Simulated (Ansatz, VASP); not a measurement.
# GaGeMo (GaGeMo in the AlB2 type): VASP beside Ansatz

One calculation is typed for both programs; each brings its own data sets. How far apart do they land? The cell is generated by rule, not measured, and may not be a known phase. The cell is taken from a series of runs on this material, whose earlier steps may have relaxed, scaled, displaced or heated it; both programs get it as it stands.

Program: Ansatz 0.2.0. Level of theory: plane waves, with VASP 6.6.1 beside it; relaxation of cell and atoms at LDA and zone-centre phonons at LDA. Results are calculated unless marked as measured.

## 1. Set-up

Symmetry: P-6m2, No. 187, hexagonal system. The conventional cell has a = 4.464 Å, b = 4.464 Å, c = 2.598 Å, α = 90.00°, β = 90.00°, γ = 120.00°. Nearest to Mo lie 2 Mo at 2.60 Å and 6 Ge at 2.89 Å and 6 Ga at 2.89 Å. Nearest to Ga lie 3 Ge at 2.58 Å and 2 Ga at 2.60 Å and 6 Mo at 2.89 Å. Nearest to Ge lie 3 Ga at 2.58 Å and 2 Ge at 2.60 Å and 6 Mo at 2.89 Å. Farther neighbours are not listed.

## 2. VASP: relaxation of cell and atoms, LDA, pair 1

The relaxed volume is the usual yardstick between codes: in a stiff, nearly cubic crystal its relative difference is about their pressure difference at one cell divided by the bulk modulus.

Lines of VASP's logs that name or quote its potential files are left out, and so is its time.

INCAR

```
SYSTEM = GaGeMo
PREC = Accurate
ENCUT = 500
EDIFF = 1E-07
NELM = 120
ISMEAR = 1
SIGMA = 0.2
LREAL = .FALSE.
ALGO = Normal
GGA = PW92
NBANDS = 26
LASPH = .TRUE.
LORBIT = 11
LWAVE = .FALSE.
LCHARG = .FALSE.
ISIF = 3
IBRION = 2
NSW = 80
EDIFFG = -0.005
GGA_COMPAT = .FALSE.
NELMIN = 4
KPAR = 2
```

POSCAR

```
GaGeMo
1.0
    4.4642890000     -0.0000030000      0.0000000000
   -2.2321420000      3.8661890000      0.0000000000
    0.0000000000      0.0000000000      2.5984930000
Mo Ga Ge
1 1 1
Direct
    0.0000000000      0.0000000000      0.0000000000
    0.3333333333      0.6666666667      0.5000000000
    0.6666666667      0.3333333333      0.5000000000
```

KPOINTS

```
Automatic mesh
0
Gamma
9 9 12
0 0 0
```

The projector-augmented-wave data sets are Mo_sv, Ga_d and Ge_d (LDA family, release 64).

On the command line:

```bash
$ mpirun -np 2 vasp_std
```

Numbers of over 12 decimals in the logs are rounded to 6 here.

The log of the run:

```text
[banner, memory and clock lines left out]
running    2 mpi-ranks, on    1 nodes
 distrk:  each k-point on    1 cores,    2 groups
 distr:  one band on    1 cores,    1 groups

 POSCAR found type information on POSCAR MoGaGe
 POSCAR found :  3 types and       3 ions
|                                                                             |
|               ----> ADVICE to this user running VASP <----                  |
|                                                                             |
|     You enforced a specific xc type in the INCAR file but a different       |
|     [... a line on the potential file left out ...]
|     I HOPE YOU KNOW WHAT YOU ARE DOING!                                     |
|                                                                             |

 LDA part: xc-table for (Slater(with rela. corr.)+PW92), standard interpolation
 POSCAR, INCAR and KPOINTS ok, starting setup
 FFT: planning ... GRIDC
 FFT: planning ... GRID_SOFT
 FFT: planning ... GRID
 WAVECAR not read
 entering main loop
       N       E                     dE             d eps       ncg     rms          rms(c)
DAV:   1     0.344838903757E+03    0.34484E+03   -0.20095E+04  5114   0.346E+03
DAV:   2     0.182852490269E+02   -0.32655E+03   -0.31985E+03  4538   0.636E+02
DAV:   3    -0.198334002271E+02   -0.38119E+02   -0.37349E+02  4966   0.169E+02
DAV:   4    -0.210631595522E+02   -0.12298E+01   -0.12162E+01  5108   0.318E+01
DAV:   5    -0.210868803702E+02   -0.23721E-01   -0.23708E-01  5274   0.474E+00    0.141E+01
DAV:   6    -0.205219037719E+02    0.56498E+00   -0.55603E+00  4898   0.117E+01    0.339E+00
DAV:   7    -0.203527024631E+02    0.16920E+00   -0.13631E+00  5286   0.757E+00    0.326E+00
DAV:   8    -0.203039441044E+02    0.48758E-01   -0.17021E-01  4718   0.231E+00    0.396E-01
DAV:   9    -0.203016765933E+02    0.22675E-02   -0.57593E-03  5470   0.908E-01    0.141E-01
DAV:  10    -0.203015457413E+02    0.13085E-03   -0.58962E-04  6172   0.212E-01    0.486E-02
DAV:  11    -0.203015417664E+02    0.39749E-05   -0.70610E-05  5286   0.555E-02    0.114E-02
DAV:  12    -0.203015401227E+02    0.16437E-05   -0.11317E-05  6080   0.207E-02    0.355E-03
DAV:  13    -0.203015401200E+02    0.27294E-08   -0.50544E-07  4118   0.836E-03
   1 F= -.20301540E+02 E0= -.20300840E+02  d E =-.203015E+02
 curvature:   0.00 expect dE= 0.000E+00 dE for cont linesearch  0.000E+00
 trial: gam= 0.00000 g(F)=  0.599E-45 g(S)=  0.578E-03 ort = 0.000E+00 (trialstep = 0.100E+01)
 search vector abs. value=  0.578E-03
 bond charge predicted
       N       E                     dE             d eps       ncg     rms          rms(c)
DAV:   1    -0.203163630509E+02   -0.14823E-01   -0.26226E-01  5234   0.691E+00    0.953E-01
DAV:   2    -0.203051406380E+02    0.11222E-01   -0.72020E-02  4752   0.212E+00    0.316E-01
DAV:   3    -0.203024741311E+02    0.26665E-02   -0.12452E-02  5716   0.811E-01    0.191E-01
DAV:   4    -0.203015856766E+02    0.88845E-03   -0.20202E-03  5668   0.445E-01    0.866E-02
DAV:   5    -0.203014970672E+02    0.88609E-04   -0.15529E-04  5118   0.168E-01    0.265E-02
DAV:   6    -0.203014937861E+02    0.32811E-05   -0.20038E-05  6026   0.407E-02    0.571E-03
DAV:   7    -0.203014933177E+02    0.46834E-06   -0.23698E-06  4730   0.103E-02    0.180E-03
DAV:   8    -0.203014933129E+02    0.47958E-08   -0.18573E-07  2700   0.368E-03
   2 F= -.20301493E+02 E0= -.20300856E+02  d E =0.468070E-04
 trial-energy change:    0.000047  1 .order    0.000075   -0.000578    0.000727
 step:   0.4748(harm=  0.4426)  dis= 0.00000  next Energy=   -20.301680 (dE=-0.140E-03)
 bond charge predicted
       N       E                     dE             d eps       ncg     rms          rms(c)
DAV:   1    -0.203057741212E+02   -0.42808E-02   -0.71974E-02  5226   0.359E+00    0.509E-01
DAV:   2    -0.203026675112E+02    0.31066E-02   -0.19413E-02  4740   0.112E+00    0.166E-01
DAV:   3    -0.203019465368E+02    0.72097E-03   -0.33673E-03  5764   0.426E-01    0.992E-02
DAV:   4    -0.203017032746E+02    0.24326E-03   -0.55747E-04  5640   0.229E-01    0.476E-02
DAV:   5    -0.203016775168E+02    0.25758E-04   -0.45089E-05  5206   0.878E-02    0.123E-02
DAV:   6    -0.203016769587E+02    0.55801E-06   -0.44845E-06  6044   0.217E-02    0.290E-03
DAV:   7    -0.203016768247E+02    0.13409E-06   -0.57332E-07  3812   0.548E-03    0.942E-04
DAV:   8    -0.203016768235E+02    0.11951E-08   -0.42804E-08  2414   0.169E-03
   3 F= -.20301677E+02 E0= -.20301006E+02  d E =-.136703E-03
 curvature:  -0.22 expect dE=-0.445E-06 dE for cont linesearch -0.345E-09
 trial: gam= 0.00185 g(F)=  0.468E-46 g(S)=  0.202E-05 ort = 0.951E-06 (trialstep = 0.895E+00)
 search vector abs. value=  0.203E-05
 reached required accuracy - stopping structural energy minimisation
```

From OUTCAR (step 2):

```text
ion  position               nearest neighbor table
   1  0.000  0.000  0.000-   2 2.89   2 2.89   3 2.89   3 2.89   3 2.89   3 2.89   2 2.89   2 2.89
                             2 2.89   3 2.89   2 2.89   3 2.89
   2  0.333  0.667  0.500-   3 2.58   3 2.58   3 2.58   1 2.89   1 2.89   1 2.89   1 2.89   1 2.89
                             1 2.89
   3  0.667  0.333  0.500-   2 2.58   2 2.58   2 2.58   1 2.89   1 2.89   1 2.89   1 2.89   1 2.89
                             1 2.89

  LATTYP: Found a hexagonal cell.
 ALAT       =     4.4642890000
 C/A-ratio  =     0.5820620036

 Subroutine GETGRP returns: Found 12 space group operations
 (whereof 12 operations were pure point group operations)

The static configuration has the point symmetry D_3h.

 Found     84 irreducible k-points:

   k-points           NKPTS =     84   k-points in BZ     NKDIM =     84   number of bands    NBANDS=     26

   dimension x,y,z NGX =    36 NGY =   36 NGZ =   20
   dimension x,y,z NGXF=    72 NGYF=   72 NGZF=   40

   ENCUT  =  500.0 eV  36.75 Ry    6.06 a.u.   8.14  8.14  4.74*2*pi/ulx,y,z

   NELECT =      41.0000    total number of electrons

 k-points in reciprocal lattice and weights: Automatic mesh
   0.00000000  0.00000000  0.00000000       0.001
   0.11111111 -0.00000000  0.00000000       0.006
   0.22222222 -0.00000000  0.00000000       0.006
   0.33333333 -0.00000000  0.00000000       0.006
   0.44444444 -0.00000000  0.00000000       0.006
   0.11111111  0.11111111  0.00000000       0.006
   0.22222222  0.11111111  0.00000000       0.012
   0.33333333  0.11111111  0.00000000       0.012
   0.44444444  0.11111111  0.00000000       0.006
[...]
0.33333333  0.22222222  0.50000000       0.012
   0.33333333  0.33333333  0.50000000       0.002

 average (electrostatic) potential at core
       1 -71.6592       2 -61.5430       3 -70.2581

 E-fermi :  10.0815

 k-point     1 :       0.0000    0.0000    0.0000
  band No.  band energies     occupation
    ...
     15      -3.1184      2.00000
     16       4.8335      2.00000
     17       4.8335      2.00000
     18       5.3095      2.00000
     19       6.3404      2.00000
     20      10.3307     -0.07078
     21      10.3307     -0.07078
     22      12.0139     -0.00000
     23      12.0139     -0.00000
     24      13.6553     -0.00000
    ...

 k-point     2 :       0.1111   -0.0000    0.0000
  band No.  band energies     occupation
    ...
     17       4.8940      2.00000
     18       6.2460      2.00000
     19       6.7154      2.00000
     20       9.6988      2.02096
     21      10.0406      1.33795
     22      11.9706     -0.00000
     23      12.0110     -0.00000
     24      13.9819     -0.00000
     25      14.0368     -0.00000
     26      16.5297      0.00000

 k-point     3 :       0.2222   -0.0000    0.0000
  band No.  band energies     occupation
    ...
     17       5.0632      2.00000
     18       6.1439      2.00000
     19       8.0827      2.00000
     20       8.9866      2.00000
     21       9.4245      2.00003
     22      11.8689     -0.00000
     23      12.0037     -0.00000
     24      14.2858      0.00000
     25      14.9481      0.00000
     26      18.1516      0.00000

  Total        0.0057338      0.0057338     -0.0077352     -0.0000000      0.0000000      0.0000000
  in kB        0.2043252      0.2043252     -0.2756463     -0.0000000      0.0000000      0.0000000
  external PRESSURE =       0.0443347 kB  Pullay stress =       0.0000000 kB

  energy-cutoff  :      500.00
  volume of cell :       44.96
      direct lattice vectors                 reciprocal lattice vectors
     4.467533023 -0.000003002 -0.000000000     0.223837268  0.129232318 -0.000000000
    -2.233764010  3.868998407  0.000000000     0.000000174  0.258464926 -0.000000000
     0.000000000  0.000000000  2.601140701    -0.000000000 -0.000000000  0.384446716

 POSITION                                       TOTAL-FORCE (eV/Angst)
 -----------------------------------------------------------------------------------
      0.00000      0.00000      2.60114        -0.000000     -0.000000      0.000000
      0.00000      2.57933      1.30057        -0.000000      0.000000      0.000000
      2.23377      1.28966      1.30057         0.000000     -0.000000     -0.000000
 -----------------------------------------------------------------------------------
    total drift:                                0.000002     -0.000001     -0.000000

  FREE ENERGIE OF THE ION-ELECTRON SYSTEM (eV)
  ---------------------------------------------------
  free  energy   TOTEN  =       -20.3016768235 eV

  energy  without entropy=      -20.2996653563  energy(sigma->0) =      -20.30100633

 reached required accuracy - stopping structural energy minimisation

 total charge
# of ion       s       p       d       tot
------------------------------------------
    1        2.282   6.135   4.069  12.486
    2        0.926   0.851  10.024  11.801
    3        1.178   1.189  10.093  12.460
--------------------------------------------------
tot          4.385   8.176  24.187  36.747

[... 3 further parts left out ...]
```

CONTCAR:

```
GaGeMo
   1.00000000000000
     4.4675330232898594   -0.0000030022622753   -0.0000000000000000
    -2.2337640098995464    3.8689984073098667    0.0000000000000000
     0.0000000000000000    0.0000000000000000    2.6011407011045611
  Mo              Ga              Ge
     1     1     1
Direct
     0.0000000000000000    0.0000000000000000    1.0000000000000000
     0.3333333332999970    0.6666666667000030    0.5000000000000000
     0.6666666667000030    0.3333333332999970    0.5000000000000000
```

This run has no spin polarisation. Its electron count is odd, so without a moment it is a metal by construction. The run keeps the 12 symmetry operations of its start, so it cannot find a distortion of lower symmetry.

## 3. Ansatz: relaxation of cell and atoms, LDA, pair 1

Ansatz runs on its PAW soft_1 files.

The same cell, functional (in two slightly different forms), mesh and smearing now go to Ansatz, which takes its cutoff from its data sets.

input.yaml

```yaml
crystal:
  lattice:
    - [4.4642890616, -3.2286e-06, 0.0]
    - [-2.2321417347, 3.8661893515, 0.0]
    - [0.0, 0.0, 2.5984929218]
  atoms:
    - { symbol: Mo, position: [0.0, 0.0, 0.0] }
    - { symbol: Ga, position: [0.3333333333, 0.6666666667, 0.5] }
    - { symbol: Ge, position: [0.6666666667, 0.3333333333, 0.5] }
kpoints:
  mp_grid: { grid: [9, 9, 12] }
hamiltonian:
  xc: lda
  pseudopotentials: { kind: paw, azcp: { folder: soft_1 }, xc_functional: pbe }
scf:
  occupations: { method: methfessel_paxton, width: 0.2 }
output:
  forces: true
  stress: true
  eigenvalues: true
relax:
  adjacent_minimum: "off"
  f_tol: 0.001
  max_steps: 60
  cell: { stress_tol: 0.01 }
```

On the command line:

```bash
$ ansatz run input.yaml --threads 4 --pin off --max-ram 12288MiB --backend cpu --events-out ev --progress --plain --runs-dir out
```

The log of the run:

```text
Engine: ansatz 0.2.0, aarch64-unknown-linux-gnu
Pseudopotentials: kind: paw
Pseudopotential: Mo, paw, valence charge 14, recommended cutoff 420 eV (normal), soft_1/Mo.paw.azcp
Pseudopotential: Ga, paw, valence charge 13, recommended cutoff 420 eV (normal), soft_1/Ga.paw.azcp
Pseudopotential: Ge, paw, valence charge 14, recommended cutoff 420 eV (normal), soft_1/Ge.paw.azcp
Functional definition: SPW92
  exchange = slater_x
  correlation = pw_c
Crystal: 3 atoms, lattice volume = 44.849 Å³
Basis set: ecut = 420 eV, 903 PW (Γ)
Bands: 25, of which v1, the nominal top of the filled ones, is band 21 counted from 1 (20 counted from 0)
Symmetry: 12 space group operations
Space group: P-6m2 (ITA 187), of the structure as read, at distance tolerance 3.6e-5 Å
k-points: 84 of 972 (time reversal used)
Non-local potential: Mo, projectors of the file, l = 0: 3, l = 1: 2, l = 2: 2, l = 3: 1
Non-local potential: Ga, projectors of the file, l = 0: 2, l = 1: 2, l = 2: 3, l = 3: 1
Non-local potential: Ge, projectors of the file, l = 0: 2, l = 1: 2, l = 2: 3, l = 3: 1
PAW form: soft (Blöchl's): semilocal exchange-correlation on the pseudo side does not see the compensation charge
PAW frozen core: Mo, regenerated for the run's functional, and the local potential with it (the file was generated under x = pbe(κ = 0.804, μ = 0.219515), c = pbe(β = 0.066725))
PAW frozen core: Ga, regenerated for the run's functional, and the local potential with it (the file was generated under x = pbe(κ = 0.804, μ = 0.219515), c = pbe(β = 0.066725))
PAW frozen core: Ge, regenerated for the run's functional, and the local potential with it (the file was generated under x = pbe(κ = 0.804, μ = 0.219515), c = pbe(β = 0.066725))
PAW one-centre angular grid: Mo, 590 points (default); XC on 64 Gauss nodes
PAW one-centre angular grid: Ga, 590 points (default); XC on 64 Gauss nodes
PAW one-centre angular grid: Ge, 590 points (default); XC on 64 Gauss nodes
Initial density: superposition of atomic densities (chi_scale 0.1, normalization cell, long waves kept (reshape's long-wave potential 0.00 eV rms))
Initial wavefunctions: pseudopotential atomic-orbital guess
Functional: x = slater, c = lda
SCF iter   1: F=—  HF=-12766.468401 eV  |F-HF|=—  |Δ(HF+E_count)|=         —  Δρ=9.64e-2  dr2=7.28e0  ethr=3.10e-3  ⟨swp⟩=4.6  Hψ=7759  notcnv=0
preconditioner: auto → none  [metal: Δε(μ)=0.012 eV  Ē_g=19.951 eV  σ=0.200 eV  W_gap=0.05  n_scr=8 (ndim 8)  ℏωp=34.6 eV  f_vac=0.000  D(μ)=1.57/eV (n_scr^D=8)  sad-step TF]
SCF iter   2: F=—  HF=-12765.678696 eV  |F-HF|=—  |Δ(HF+E_count)|=   7.90e-1  S|Δr|=    0.00e0  Δρ=6.54e-2  dr2=3.67e0  ethr=3.10e-3  ⟨swp⟩=2.0  Hψ=3152  notcnv=0  defer=10
SCF iter   3: F=—  HF=-12764.977891 eV  |F-HF|=—  |Δ(HF+E_count)|=   7.01e-1  S|Δr|=    0.00e0  Δρ=7.66e-3  dr2=2.96e-2  ethr=3.10e-3  ⟨swp⟩=2.3  Hψ=4138  notcnv=0  defer=10
SCF iter   4: F=—  HF=-12764.974949 eV  |F-HF|=—  |Δ(HF+E_count)|=   2.94e-3  S|Δr|=    0.00e0  Δρ=2.34e-3  dr2=1.76e-3  ethr=7.22e-5  ⟨swp⟩=2.1  Hψ=3995  notcnv=0  defer=6
SCF iter   5: F=—  HF=-12764.973541 eV  |F-HF|=—  |Δ(HF+E_count)|=   1.41e-3  S|Δr|=    0.00e0  Δρ=9.16e-4  dr2=2.17e-4  ethr=4.28e-6  ⟨swp⟩=2.0  Hψ=3478  notcnv=0  defer=6
SCF iter   6: F=—  HF=-12764.973515 eV  |F-HF|=—  |Δ(HF+E_count)|=   2.56e-5  S|Δr|=    0.00e0  Δρ=2.05e-4  dr2=2.46e-5  ethr=5.29e-7  ⟨swp⟩=2.0  Hψ=3421  notcnv=0  defer=6
SCF iter   7: F=—  HF=-12764.973506 eV  |F-HF|=—  |Δ(HF+E_count)|=   9.80e-6  S|Δr|=    0.00e0  Δρ=7.02e-5  dr2=1.55e-6  ethr=6.00e-8  ⟨swp⟩=2.0  Hψ=3066  notcnv=0  defer=6
SCF iter   8: F=-12764.973505 eV  HF=-12764.973505 eV  |F-HF|=3.36e-8  |Δ(HF+E_count)|=   8.14e-7  S|Δr|=    0.00e0  Δρ=1.46e-5  dr2=7.90e-8  ethr=2.44e-10  ⟨swp⟩=3.5  Hψ=9144  notcnv=0
SCF 1 converged in 8 iterations: F = -12764.973505 eV  dr2 = 7.90e-8
  greatest PAW one-centre occupation: 0.998 electrons in one spin orbital (limit 2), on the Ge atom at site 2 (counted from 0), in its partial waves of l = 2
relax step   1: F+E_penalty+E_count = -12764.97350472 eV  Δ(F+E_penalty+E_count) = +0.000e0 eV  max|allowed force component| = 2.005e-17 eV/Å  Δτ_max = 0.0000 Å  P = -0.002 GPa  Ω = 44.849 Å³  (8 SCF iters, dr2 threshold 1.00e-7 eV, accepted)
[...]
relax step   2: F+E_penalty+E_count = -12764.97350632 eV  Δ(F+E_penalty+E_count) = -1.598e-6 eV  max|allowed force component| = 1.850e-17 eV/Å  Δτ_max = 0.0000 Å  P = +0.003 GPa  Ω = 44.850 Å³  energy of the carried Pulay correction = -3.156e-7 eV  (3 SCF iters, dr2 threshold 5.66e-9 eV, accepted)
[...]
relax step   3: F+E_penalty+E_count = -12764.97350602 eV  Δ(F+E_penalty+E_count) = +2.971e-7 eV  max|allowed force component| = 2.159e-17 eV/Å  Δτ_max = 0.0000 Å  P = +0.003 GPa  Ω = 44.850 Å³  stress off target by 8.17e-3 GPa  SCF on the basis re-selected at this cell (its energy is not comparable with the rows above)  (6 SCF iters)
basis re-selected at this cell: Δ(F+E_penalty+E_count) = +2.971e-7 eV, ΔP = +0.000 GPa vs the last step (what re-selecting the basis moved, of the pressure what is left beyond the Pulay correction that the steps carried, after the strain that the cell walked since its last selection, with what the two solves' SCF thresholds leave and, on support functions, any second-order correction that the steps lacked; it is no m [...]
SCF converged after 6 iterations
Stability not checked: this state was not tested for a lower state beside it, because cold or Methfessel-Paxton smearing, or corrected tetrahedra, fill the levels in a way that the test cannot read (fill_not_monotonic; see scf.lower_state_search)
Free energy (F): -12764.973506 eV
Harris-Foulkes:  -12764.973506 eV  (|F-HF|=0.00e0)
Internal energy: -12764.971556 eV  (E = F + TS)
E sigma→0 (E₀):  -12764.973018 eV
Entropy (-TS):   -0.001950 eV (-0.650 meV/atom)
Fermi energy:    16.498688 eV
--- Per-component energies (eV) ---
  E_band       = -116.045012
  E_kinetic    = 632.873684
  E_local      = -3575.976291  (includes V_loc(G=0)·N_el)
  E_nonlocal   = 283.757774
  E_hartree    = 1876.603496
  E_xc         = -312.569692
  E_vxc        = -345.071300  (∫ρ·V_xc dr)
  E_paw        = -6948.194358  (= ΣΔE_a)
  E_vpaw       = -864.835684  (= ΣTr[D̂ρ^β])
  E_aug_tail   = -0.000165  (compensation charges beyond the density's cutoff)
  E_ewald      = -4725.575628
  E_core_change = 4.109623  (= ΣΔE_core)
  E_smearing   = -0.001950  (= −TS)
  E_closure    = -0.000000  (closes the sum)
  Σ components = -12764.973506   (vs F -12764.973506, Δ=0.00e0)
--- Forces (eV/Å), atoms counted from 1 ---
  atom   1  Mo    -0.00000000    -0.00000000    -0.00000000
  atom   2  Ga     0.00000000     0.00000000     0.00000000
  atom   3  Ge    -0.00000000    -0.00000000    -0.00000000
  max |Σ_I F_I| component: 1.85e-17 eV/Å
--- Stress (GPa, compression-positive) ---
        0.008169       0.000000      -0.000000
       -0.000000       0.008169      -0.000000
       -0.000000      -0.000000      -0.006393
  P = ⅓ Tr σ = 0.0033 GPa (0.033 kbar)
--- Band table (eV; the first three rows and the last of 84) ---
  k-point 0: bands = [... 17 lower, 11.7106, 12.7479, 16.7385, 16.7385, 18.4431, 18.4431, 20.0812, 20.0812]
  k-point 1: bands = [... 17 lower, 11.8583, 13.0719, 16.2226, 16.2226, 18.8920, 18.8920, 20.0554, 20.0554]
  k-point 2: bands = [... 17 lower, 12.2908, 13.9234, 15.2807, 15.2807, 19.5897, 19.5897, 19.8751, 20.0672]
  k-point 83: bands = [... 17 lower, 13.0572, 14.2355, 15.6729, 16.3320, 16.9375, 17.3645, 17.3772, 22.7544]
--- Relaxed structure (2 steps of the walk, 2 accepted, 1 SCFs on fresh bases) ---
  F+E_penalty+E_count = -12764.97350602 eV   max|allowed force component| = 2.159e-17 eV/Å   (the final SCF, on the basis selected at the relaxed cell)
  cell:  # Å, volume = 44.8501 Å³
    - [4.464672, -3.2289059095068864e-6, 0]
    - [-2.232333, 3.866521, 0]
    - [0, 0, 2.598088]
  atoms:
    - { symbol: Mo, position: [0, 0, 0] }
    - { symbol: Ga, position: [0.333333, 0.666667, 0.5] }
    - { symbol: Ge, position: [0.666667, 0.333333, 0.5] }
```

In the SCF lines HF is the Harris–Foulkes energy and dr2 the Hartree energy of the density residual, in eV; the loop may stop once dr2 is under the threshold and the program's other checks hold. Hψ counts applications of the Hamiltonian.

[end of part 1 of 2]

[Lines on the potential files, build, host, timing and source positions are cut from VASP's logs without a mark.]

[Logs are printed without paths, hosts, clocks, repeated set-up lines and the standing remarks that a program may print on its own settings, such as how far it seeks lower states.]

[Hosts, paths, dates, database ids (printed as entryN), source tags and the programs' standing remarks are cut or masked in the printed files.]
